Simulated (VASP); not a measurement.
```xyz
2
Lattice="0.0000 2.1897 2.1897 2.1897 0.0000 2.1897 2.1897 2.1897 0.0000" Properties=species:S:1:pos:R:3 pbc="T T T"
Si     0.0000     0.0000     0.0000
C      1.0948     1.0948     1.0948
```

Computed with PBE GGA, VASP's PBE PAW potentials (set 64) (plane waves; VASP). Settings: 520 eV cut-off, 12×12×12 Γ-centred mesh, tetrahedra with Blöchl corrections, potentials Si C.

### Question
The job: SiC (zinc blende), 2 atoms, PBE, static run, 520 eV, 12×12×12 Γ-centred mesh. Roughly how much core time does it take on a busy server core?

### Answer
About 4 core-seconds (one run on a shared machine, a rough figure). It had 72 irreducible k-points, 8 bands, up to 588 plane waves and 13 electronic steps.

The compound is SiC in the zinc blende structure. It was relaxed first.
